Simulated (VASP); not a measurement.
Level of theory: PBE GGA, VASP's PBE PAW potentials (set 64) (plane waves; VASP).

VASP ran on this input.

POSCAR:
```
GaAs
1
    0.0000000000     2.8739525417     2.8739525417
    2.8739525417     0.0000000000     2.8739525417
    2.8739525417     2.8739525417     0.0000000000
Ga As
1 1
Direct
  0.0000000000   0.0000000000   0.0000000000
  0.2500000000   0.2500000000   0.2500000000
```

### INCAR
```
# general
SYSTEM  = GaAs
PREC    = Accurate
ENCUT   = 520
LREAL   = .FALSE.
LASPH   = .TRUE.

# electronic loop
EDIFF   = 1E-7
NELM    = 100
ALGO    = Normal
LMAXMIX = 4

# smearing
ISMEAR  = -5

# functional
GGA     = PE

# ions
ISIF    = 2

# output
LWAVE   = .FALSE.
LCHARG  = .TRUE.
LORBIT  = 11
NEDOS   = 601
```

**KPOINTS**
```
Automatic mesh
0
Gamma
9 9 9
0 0 0
```

POTCAR, in this order: Ga_d As (PBE.64 set). Program: vasp_std.

Task: What will the output report for the number of irreducible k-points (NKPTS), largest plane-wave count, number of space-group operations, FFT grid (NGX, NGY, NGZ)?

Result: 
* **number of irreducible k-points (NKPTS)**: 35
* **largest plane-wave count**: 1299
* **number of space-group operations**: 24
* **FFT grid (NGX, NGY, NGZ)**: 30 × 30 × 30

The compound is GaAs in the zinc blende structure. It was relaxed first, which changed the volume by +5 %.
